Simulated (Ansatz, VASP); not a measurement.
# Fe (Fe strained to the junction's net) in two plane-wave programs

One calculation is typed for both programs; each brings its own data sets. How far apart do they land? The structure shown is the end of the Ansatz relaxation below.

Method: plane waves, with VASP 6.6.1 beside it; single point at PBE, in Ansatz 0.2.0.

### 1. The starting structure

The structure is tetragonal, space group I4/mmm (No. 139). The conventional cell has a = 2.807 Å, b = 2.807 Å, c = 2.861 Å, α = 90.00°, β = 90.00°, γ = 90.00°. Nearest to Fe lie 8 Fe at 2.45 Å.

### 2. Ansatz: relaxation, PBE

Ansatz runs on its default PAW (the set named soft_2) files.

This run makes the geometry at which the two programs are then compared.

Input file input.yaml:

```yaml
crystal:
  lattice:
    - [3.97, 0.0, 0.0]
    - [0.0, 3.97, 0.0]
    - [0.0, 0.0, 2.8459502551]
  atoms:
    - { symbol: Fe, position: [0.0, 0.0, 0.0], spin: 2.4 }
    - { symbol: Fe, position: [0.5, 0.5, 0.0], spin: 2.4 }
    - { symbol: Fe, position: [0.5, 0.0, 0.5], spin: 2.4 }
    - { symbol: Fe, position: [0.0, 0.5, 0.5], spin: 2.4 }
magnetization:
  spin_polarized: true
kpoints:
  mp_grid: { grid: [8, 8, 11] }
scf:
  occupations: { method: fermi_dirac, width: 0.1 }
  max_iter: 150
hamiltonian:
  xc: pbe
relax:
  f_tol: 0.01
  max_steps: 40
  cell: { fix: [a, b, angles] }
```

Run with:

```
$ ansatz run input.yaml --threads 8 --pin off --max-ram 40960MiB --backend cuda --events-out ev --progress --plain --runs-dir out
```

Numbers of over 12 decimals in the logs are rounded to 6 here.

The program printed:

```text
Engine: ansatz 0.2.0, aarch64-unknown-linux-gnu
Pseudopotentials: kind: paw
Pseudopotential: Fe, paw, valence charge 16, recommended cutoff 420 eV (normal), Fe.paw.azcp
Functional definition: PBE
  parameter kappa = 0.804
  parameter beta = 0.066725
  exchange = pbe_x(kappa = kappa, mu = beta*pi^2/3)
  correlation = pbe_c(beta = beta)
[...]
Crystal: 4 atoms, lattice volume = 44.855 Å³
Basis set: ecut = 420 eV, 889 PW (Γ), exchange–correlation on 54×54×40 points (8 copies of the dense FFT grid, shifted against one another)
Bands: 45, of which v1, the nominal top of the filled ones, is band 32 counted from 1 (31 counted from 0)
Symmetry: 64 space group operations
Space group: I4/mmm (ITA 139), of the structure as read, at distance tolerance 3.6e-5 Å
Magnetic group: BNS 139.531 (UNI 1191), of the structure as read, at distance tolerance 3.6e-5 Å
k-points: 90 of 704
Non-local potential: Fe, projectors of the file, l = 0: 3, l = 1: 2, l = 2: 3, l = 3: 1
PAW form: soft (Blöchl's): semilocal exchange-correlation on the pseudo side does not see the compensation charge
PAW one-centre angular grid: Fe, 590 points (default); XC on 64 Gauss nodes
Initial density: superposition of atomic densities (chi_scale 0.1, normalization cell)
Starting moments: Σ|m| = 9.6 μB on 4 of 4 sites
Initial wavefunctions: pseudopotential atomic-orbital guess
[...]
Functional: x = pbe(κ = 0.804, μ = 0.219515), c = pbe(β = 0.066725)
SCF iter   1: F=—  HF=-17921.871336 eV  |F-HF|=—  |Δ(HF+E_count)|=         —  Δρ=8.22e-2 (↑6.03e-2 ↓8.22e-2)  dr2=5.41e0  dr2_m=2.72e-1  M=8.596 μB ∫|m|=8.731 μB  β_m=0.30  ethr=3.10e-3  ⟨swp⟩=4.7  Hψ=26023  notcnv=0  defer=3
Mixer restart at iter 1: flushing history
preconditioner: auto → Kerker (q_TF=auto, 2.895 Å⁻¹)  [metal: Δε(μ)=0.008 eV  Ē_g=8.047 eV  σ=0.100 eV  W_gap=0.02  n_scr=18 (ndim 8)  ℏωp=31.4 eV  f_vac=0.000  D(μ)=3.39/eV (n_scr^D=38)]
spin=Collinear: Kerker preconditioning applied to the charge; magnetization (m = ρ↑ − ρ↓) channel mixes plain (no charge-response kernel on spin).
SCF iter   2: F=—  HF=-17920.084520 eV  |F-HF|=—  |Δ(HF+E_count)|=    1.79e0  Δρ=4.30e-2 (↑1.48e-2 ↓4.30e-2)  dr2=7.31e-1  dr2_m=2.03e-1  M=8.672 μB ∫|m|=8.885 μB  β_m=0.39  ethr=3.10e-3  ⟨swp⟩=2.5  Hψ=14196  notcnv=0  defer=180
[...]
SCF iter   4: F=—  HF=-17921.891588 eV  |F-HF|=—  |Δ(HF+E_count)|=         —  Δρ=1.30e-2 (↑1.30e-2 ↓4.12e-3)  dr2=7.61e-2  dr2_m=1.15e-2  M=8.641 μB ∫|m|=9.047 μB  β_m=0.63  ethr=2.32e-5  ⟨swp⟩=2.3  Hψ=16339  notcnv=0  defer=180
Mixer restart at iter 4: flushing history
SCF iter   5: F=—  HF=-17921.982607 eV  |F-HF|=—  |Δ(HF+E_count)|=   9.10e-2  Δρ=2.40e-3 (↑2.22e-3 ↓2.40e-3)  dr2=4.02e-3  dr2_m=6.26e-4  M=8.578 μB ∫|m|=9.003 μB  β_m=0.65  ethr=2.32e-5  ⟨swp⟩=2.1  Hψ=16768  notcnv=0  defer=180
[...]
SCF iter  11: F=-17921.996545 eV  HF=-17921.996545 eV  |F-HF|=3.14e-9  |Δ(HF+E_count)|=   6.91e-8  Δρ=2.92e-6 (↑2.92e-6 ↓1.02e-6)  dr2=3.98e-9  dr2_m=4.25e-10  M=8.570 μB ∫|m|=9.017 μB  ethr=1.48e-10  ⟨swp⟩=2.0  Hψ=26498  notcnv=0
SCF 1 converged in 11 iterations: F = -17921.996545 eV  dr2 = 3.98e-9
  greatest PAW one-centre occupation: 1.001 electrons in one spin orbital (limit 2), on the Fe atom at site 3 (counted from 0), in its partial waves of l = 1
relax step   1: F+E_penalty+E_count = -17921.99654480 eV  Δ(F+E_penalty+E_count) = +0.000e0 eV  max|allowed force component| = 6.134e-27 eV/Å  Δτ_max = 0.0000 Å  P = +2.547 GPa  Ω = 44.855 Å³  fix = [a, b, alpha, beta, gamma]  reactions: a +3.099, b +3.099 GPa  (11 SCF iters, dr2 threshold 1.00e-7 eV, accepted)
[...]
relax step   2: F+E_penalty+E_count = -17921.99729102 eV  Δ(F+E_penalty+E_count) = -7.462e-4 eV  max|allowed force component| = 6.543e-26 eV/Å  Δτ_max = 0.0000 Å  P = +1.982 GPa  Ω = 44.981 Å³  energy of the carried Pulay correction = -7.736e-5 eV  fix = [a, b, alpha, beta, gamma]  reactions: a +2.646, b +2.646 GPa  (7 SCF iters, dr2 threshold 4.00e-7 eV, accepted)
[...]
relax step   3: F+E_penalty+E_count = -17921.99744426 eV  Δ(F+E_penalty+E_count) = -1.532e-4 eV  max|allowed force component| = 3.044e-26 eV/Å  Δτ_max = 0.0000 Å  P = +1.524 GPa  Ω = 45.085 Å³  energy of the carried Pulay correction = -1.412e-4 eV  fix = [a, b, alpha, beta, gamma]  reactions: a +2.279, b +2.279 GPa  (7 SCF iters, dr2 threshold 4.00e-7 eV, accepted)
[...]
relax step   4: F+E_penalty+E_count = -17921.99757793 eV  Δ(F+E_penalty+E_count) = -1.337e-4 eV  max|allowed force component| = 3.976e-28 eV/Å  Δτ_max = 0.0000 Å  P = +1.526 GPa  Ω = 45.085 Å³  fix = [a, b, alpha, beta, gamma]  reactions: a +2.280, b +2.280 GPa  stress off target by 1.90e-2 GPa on what of the cell is left free  SCF on the basis re-selected at this cell (its energy is not comparable with the rows above)  (7 SCF iters)
[...]
SCF converged after 7 iterations
Magnetization: 8.6032 μB (36.3016 up, 27.6984 down)
Absolute magnetization: 9.0562 μB (∫|ρ↑−ρ↓|, with the PAW one-centre terms)
Spin contamination: 0.1445 ħ² per cell (⟨S²⟩ above its minimum at these occupations)
Per-site moments (μB) at R_I (Å): [(2.195605, 1.009228), (2.195605, 1.009228), (2.195605, 1.009228), (2.195605, 1.009228)]
Free energy (F): -17921.997578 eV
Harris-Foulkes:  -17921.997578 eV  (|F-HF|=7.28e-12)
Internal energy: -17921.873569 eV  (E = F + TS)
E sigma→0 (E₀):  -17921.935573 eV
Entropy (-TS):   -0.124009 eV (-31.002 meV/atom)
Fermi energy:    18.740586 eV
--- Per-component energies (eV) ---
  E_band       = -835.924608
  E_kinetic    = 1403.168915
  E_local      = -8217.025809  (includes V_loc(G=0)·N_el)
  E_nonlocal   = 872.965931
  E_hartree    = 3453.721054
  E_xc         = -472.124311
  E_vxc        = -607.994067  (∫ρ·V_xc dr)
  E_paw        = -5464.656025  (= ΣΔE_a)
  E_vpaw       = -1194.485436  (= ΣTr[D̂ρ^β])
  E_aug_tail   = 0.003451  (compensation charges beyond the density's cutoff)
  E_ewald      = -9497.926774
  E_smearing   = -0.124009  (= −TS)
  E_closure    = 0.000000  (closes the sum)
  Σ components = -17921.997578   (vs F -17921.997578, Δ=0.00e0)
--- Forces (eV/Å), atoms counted from 1 ---
  atom   1  Fe    -0.00000000    -0.00000000     0.00000000
  atom   2  Fe    -0.00000000     0.00000000     0.00000000
  atom   3  Fe    -0.00000000    -0.00000000    -0.00000000
  atom   4  Fe     0.00000000    -0.00000000     0.00000000
  max |Σ_I F_I| component: 2.52e-28 eV/Å
--- Stress (GPa, compression-positive) ---
        2.280167      -0.000000      -0.000000
       -0.000000       2.280167       0.000000
       -0.000000       0.000000       0.018983
  P = ⅓ Tr σ = 1.5264 GPa (15.264 kbar)
--- Band table (eV; the first three rows and the last of 180) ---
  k-point 0 ↑: bands = [... 28 lower, 17.7832, 17.7832, 17.8824, 17.8824, 18.8599, 18.9035, 18.9035, 19.1830, ... 9 higher]
  k-point 1 ↑: bands = [... 28 lower, 17.7929, 17.7929, 17.8849, 17.8849, 18.1800, 18.1800, 18.7621, 18.7621, ... 9 higher]
  k-point 2 ↑: bands = [... 28 lower, 17.2959, 17.7788, 17.8163, 17.8163, 17.8917, 17.8917, 18.3967, 18.3967, ... 9 higher]
  k-point 89 ↓: bands = [... 28 lower, 20.1614, 20.1614, 20.1614, 20.1614, 20.7396, 20.7396, 20.7396, 20.7396, ... 9 higher]
--- Relaxed structure (3 steps of the walk, 3 accepted, 1 SCFs on fresh bases) ---
  F+E_penalty+E_count = -17921.99757793 eV   max|allowed force component| = 3.976e-28 eV/Å   (the final SCF, on the basis selected at the relaxed cell)
  cell:  # Å, volume = 45.0849 Å³
    - [3.97, 0, 0]
    - [0, 3.97, 0.0]
    - [0, 0.0, 2.860553]
  atoms:
    - { symbol: Fe, position: [0, 0, 0] }
    - { symbol: Fe, position: [0.5, 0.5, 0] }
    - { symbol: Fe, position: [0.5, 0, 0.5] }
    - { symbol: Fe, position: [0, 0.5, 0.5] }
```

### 3. VASP: single point, PBE

The same cell, functional, mesh and smearing now go to VASP, with its own data sets.

Lines of VASP's logs that name or quote its potential files are left out, and so is its time.

Input file INCAR:

```
SYSTEM = Fe
PREC = Accurate
ENCUT = 600
EDIFF = 1E-06
NELM = 200
ISMEAR = -1
SIGMA = 0.1
LREAL = .FALSE.
ALGO = Normal
GGA = PE
NBANDS = 30
ISPIN = 2
MAGMOM = 2.2 2.2 2.2 2.2
LASPH = .TRUE.
LMAXMIX = 4
LORBIT = 11
LWAVE = .FALSE.
LCHARG = .FALSE.
ISIF = 2
GGA_COMPAT = .FALSE.
KPAR = 2
```

Input file POSCAR:

```
Fe
1.0
    3.9700000000      0.0000000000      0.0000000000
    0.0000000000      3.9700000000      0.0000000000
    0.0000000000      0.0000000000      2.8605527873
Fe
4
Direct
    0.0000000000      0.0000000000      0.0000000000
    0.5000000000      0.5000000000      0.0000000000
    0.5000000000      0.0000000000      0.5000000000
    0.0000000000      0.5000000000      0.5000000000
```

Input file KPOINTS:

```
Automatic mesh
0
Gamma
8 8 11
0 0 0
```

Potentials, in the order of the species: Fe (PBE family, release 64).

Run with:

```
$ mpirun -np 2 vasp_std
```

The program printed:

```text
[banner, memory and clock lines left out]
running    2 mpi-ranks, on    1 nodes
 distrk:  each k-point on    1 cores,    2 groups
 distr:  one band on    1 cores,    1 groups

 POSCAR found type information on POSCAR Fe
 POSCAR found :  1 types and       4 ions
 LDA part: xc-table for (Slater+PW92), standard interpolation
 POSCAR, INCAR and KPOINTS ok, starting setup
 FFT: planning ... GRIDC
 FFT: planning ... GRID_SOFT
 FFT: planning ... GRID
 WAVECAR not read
 entering main loop
       N       E                     dE             d eps       ncg     rms          rms(c)
DAV:   1     0.241013700848E+03    0.24101E+03   -0.15122E+04 11168   0.155E+03
DAV:   2    -0.223021851558E+02   -0.26332E+03   -0.24420E+03 10800   0.302E+02
DAV:   3    -0.369939600586E+02   -0.14692E+02   -0.13586E+02 11958   0.993E+01
DAV:   4    -0.371943002974E+02   -0.20034E+00   -0.20001E+00 12138   0.130E+01
DAV:   5    -0.371959916413E+02   -0.16913E-02   -0.16913E-02 12202   0.959E-01    0.229E+01
DAV:   6    -0.332809258867E+02    0.39151E+01   -0.23055E+01 12022   0.703E+01    0.110E+01
DAV:   7    -0.330694549240E+02    0.21147E+00   -0.19764E+00 12216   0.199E+01    0.670E+00
DAV:   8    -0.330548763267E+02    0.14579E-01   -0.44009E-02 12660   0.154E+00    0.292E+00
DAV:   9    -0.330265957028E+02    0.28281E-01   -0.11562E-02 14000   0.755E-01    0.798E-01
DAV:  10    -0.330274877817E+02   -0.89208E-03   -0.59183E-03 14146   0.771E-01    0.304E-01
DAV:  11    -0.330275588561E+02   -0.71074E-04   -0.73734E-04 13184   0.331E-01    0.544E-02
DAV:  12    -0.330275804903E+02   -0.21634E-04   -0.49407E-05 11854   0.737E-02    0.249E-02
DAV:  13    -0.330275842542E+02   -0.37639E-05   -0.25604E-06 11434   0.143E-02    0.128E-02
DAV:  14    -0.330275855495E+02   -0.12953E-05   -0.22452E-06  8970   0.174E-02    0.927E-03
DAV:  15    -0.330275843511E+02    0.11984E-05   -0.28148E-07  5952   0.751E-03    0.616E-04
DAV:  16    -0.330275843064E+02    0.44697E-07   -0.17173E-08  5916   0.115E-03
   1 F= -.33027584E+02 E0= -.32964752E+02  d E =-.125665E+00  mag=     8.6783
```

From OUTCAR (step 3):

```text
ion  position               nearest neighbor table
   1  0.000  0.000  0.000-   3 2.45   4 2.45   3 2.45   4 2.45   4 2.45   4 2.45   3 2.45   3 2.45
                             2 2.81   2 2.81   2 2.81   2 2.81
   2  0.500  0.500  0.000-   3 2.45   4 2.45   3 2.45   4 2.45   3 2.45   3 2.45   4 2.45   4 2.45
                             1 2.81   1 2.81   1 2.81   1 2.81
   3  0.500  0.000  0.500-   1 2.45   2 2.45   1 2.45   2 2.45   2 2.45   2 2.45   1 2.45   1 2.45
                             4 2.81   4 2.81   4 2.81   4 2.81
   4  0.000  0.500  0.500-   1 2.45   2 2.45   1 2.45   2 2.45   1 2.45   1 2.45   2 2.45   2 2.45
                             3 2.81   3 2.81   3 2.81   3 2.81

  LATTYP: Found a simple tetragonal cell.
 ALAT       =     3.9700000000
 C/A-ratio  =     0.7205422638

 Subroutine GETGRP returns: Found 16 space group operations
 (whereof 16 operations were pure point group operations)

The static configuration has the point symmetry D_4h.

 Found     90 irreducible k-points:

   k-points           NKPTS =     90   k-points in BZ     NKDIM =     90   number of bands    NBANDS=     30

   dimension x,y,z NGX =    32 NGY =   32 NGZ =   24
   dimension x,y,z NGXF=    64 NGYF=   64 NGZF=   48

   ENCUT  =  600.0 eV  44.10 Ry    6.64 a.u.   7.93  7.93  5.71*2*pi/ulx,y,z

   NELECT =      32.0000    total number of electrons

 k-points in reciprocal lattice and weights: Automatic mesh
   0.00000000  0.00000000  0.00000000       0.001
   0.12500000  0.00000000  0.00000000       0.006
   0.25000000  0.00000000  0.00000000       0.006
   0.37500000  0.00000000  0.00000000       0.006
   0.50000000  0.00000000  0.00000000       0.003
   0.12500000  0.12500000  0.00000000       0.006
   0.25000000  0.12500000  0.00000000       0.011
   0.37500000  0.12500000  0.00000000       0.011
   0.50000000  0.12500000  0.00000000       0.006
[...]
0.50000000  0.37500000  0.45454545       0.011
   0.50000000  0.50000000  0.45454545       0.003

 average (electrostatic) potential at core
       1 -43.2568       2 -43.2568       3 -43.2568       4 -43.2568

 E-fermi :   5.9193

 spin component 1
 k-point     1 :       0.0000    0.0000    0.0000
  band No.  band energies     occupation
    ...
     12       4.8631      0.99997
     13       4.9565      0.99993
     14       4.9565      0.99993
     15       5.0542      0.99983
     16       5.0542      0.99983
     17       6.0148      0.27781
     18       6.0578      0.20016
     19       6.0578      0.20016
     20       6.3332      0.01569
     21       6.3332      0.01569
    ...

 k-point     2 :       0.1250    0.0000    0.0000
  band No.  band energies     occupation
    ...
     14       4.8735      0.99997
     15       4.9105      0.99996
     16       5.0388      0.99985
     17       5.8529      0.66007
     18       5.8781      0.60154
     19       5.9286      0.47680
     20       6.0682      0.18412
     21       6.2056      0.05400
     22       6.3226      0.01741
     23       7.2116      0.00000
    ...

 k-point     3 :       0.2500    0.0000    0.0000
  band No.  band energies     occupation
    ...
     16       4.9970      0.99990
     17       5.0294      0.99986
     18       5.3218      0.99746
     19       5.5037      0.98457
     20       5.8552      0.65494
     21       6.0977      0.14382
     22       6.2924      0.02340
     23       8.4210      0.00000
     24      13.5661      0.00000
     25      14.2439      0.00000
    ...

 k-point     4 :       0.3750    0.0000    0.0000
  band No.  band energies     occupation
    ...
     16       4.8257      0.99998
     17       4.8311      0.99998
     18       4.9401      0.99994
     19       5.0118      0.99989
     20       5.3622      0.99621
     21       6.1420      0.09733
     22       6.2474      0.03622
     23       9.7863      0.00000
     24      12.7506      0.00000
     25      13.7248      0.00000
    ...

 k-point     5 :       0.5000    0.0000    0.0000
  band No.  band energies     occupation
    ...
     16       4.7189      0.99999
     17       4.8213      0.99998
     18       4.8213      0.99998
     19       4.8814      0.99997
     20       4.8814      0.99997
     21       6.1946      0.05992
     22       6.1946      0.05992
     23      11.2429      0.00000
     24      11.2429      0.00000
     25      14.0138      0.00000
    ...

 k-point     6 :       0.1250    0.1250    0.0000
  band No.  band energies     occupation
    ...
     14       4.8649      0.99997
     15       4.8916      0.99997
     16       4.8916      0.99997
     17       5.7563      0.83622
     18       5.7762      0.80702
     19       5.9593      0.40136
     20       6.1937      0.06043
     21       6.1937      0.06043
     22       6.6262      0.00085
     23       6.6262      0.00085
    ...

  Total        0.5883132      0.5883132     -0.0393966      0.0000000      0.0000000      0.0000000
  in kB       20.9068294     20.9068294     -1.4000315      0.0000000      0.0000000      0.0000000
  external PRESSURE =      13.4712091 kB  Pullay stress =       0.0000000 kB

  energy-cutoff  :      600.00
  volume of cell :       45.08
      direct lattice vectors                 reciprocal lattice vectors
     3.970000000  0.000000000  0.000000000     0.251889169  0.000000000  0.000000000
     0.000000000  3.970000000  0.000000000     0.000000000  0.251889169  0.000000000
     0.000000000  0.000000000  2.860552787     0.000000000  0.000000000  0.349582781

 POSITION                                       TOTAL-FORCE (eV/Angst)
 -----------------------------------------------------------------------------------
      0.00000      0.00000      0.00000         0.000000      0.000000     -0.000000
      1.98500      1.98500      0.00000         0.000000     -0.000000      0.000000
      1.98500      0.00000      1.43028        -0.000000     -0.000000     -0.000000
      0.00000      1.98500      1.43028        -0.000000      0.000000     -0.000000
 -----------------------------------------------------------------------------------
    total drift:                                0.000000     -0.000000     -0.000000

  FREE ENERGIE OF THE ION-ELECTRON SYSTEM (eV)
  ---------------------------------------------------
  free  energy   TOTEN  =       -33.0275843064 eV

  energy  without entropy=      -32.9019193945  energy(sigma->0) =      -32.96475185

 total charge
# of ion       s       p       d       tot
------------------------------------------
    1        0.491   0.548   6.246   7.285
    2        0.491   0.548   6.246   7.285
    3        0.491   0.548   6.246   7.285
    4        0.491   0.548   6.246   7.285
--------------------------------------------------
tot          1.964   2.191  24.985  29.140

 magnetization (x)
# of ion       s       p       d       tot
------------------------------------------
    1       -0.013  -0.055   2.232   2.165
    2       -0.013  -0.055   2.232   2.165
    3       -0.013  -0.055   2.232   2.165
    4       -0.013  -0.055   2.232   2.165
--------------------------------------------------
tot         -0.051  -0.218   8.930   8.660

[... 6 further parts left out ...]
```

The magnetic state follows from one typed start and may not be the lowest.

### 4. Differences

Known differences besides the potentials themselves: VASP starts from the moments at which Ansatz ended; the data sets hold 64 valence electrons in Ansatz (on its default PAW (the set named soft_2) files) and 32 in VASP; the cutoff is 420 eV in Ansatz and 600 eV in VASP; Ansatz's pressure holds a Pulay correction, VASP's none; site moments are counted in spheres of each program's own size. Total energies have different zeros and are not compared.

Both answers:

| quantity | Ansatz | VASP | difference |
| --- | --- | --- | --- |
| pressure (GPa) | 1.53 | 1.35 | +0.18 |
| total moment (μB) | 8.60 | 8.68 | -0.08 |
| moment on Fe1 (μB) | 2.20 | 2.17 | +0.03 |
| moment on Fe2 (μB) | 2.20 | 2.17 | +0.03 |
| moment on Fe3 (μB) | 2.20 | 2.17 | +0.03 |
| moment on Fe4 (μB) | 2.20 | 2.17 | +0.03 |

### 5. What came out

```json
{
 "difference in total moment (single point, PBE)": "-0.075 μB"
}
```

**Reading.** The difference in total moment is -0.075 μB (single point, PBE). The data sets hold unlike numbers of valence electrons (64 in Ansatz and 32 in VASP), so part of the differences comes from the potentials. Such differences can come from data sets, numerical settings and the points named under the comparisons, not from the functional's error against experiment.

[Lines on the potential files, build, host, timing and source positions are cut from VASP's logs without a mark.]

[Logs are printed without paths, hosts, clocks, repeated set-up lines and the standing remarks that a program may print on its own settings, such as how far it seeks lower states.]

[Hosts, paths, dates, database ids (printed as entryN), source tags and the programs' standing remarks are cut or masked in the printed files.]
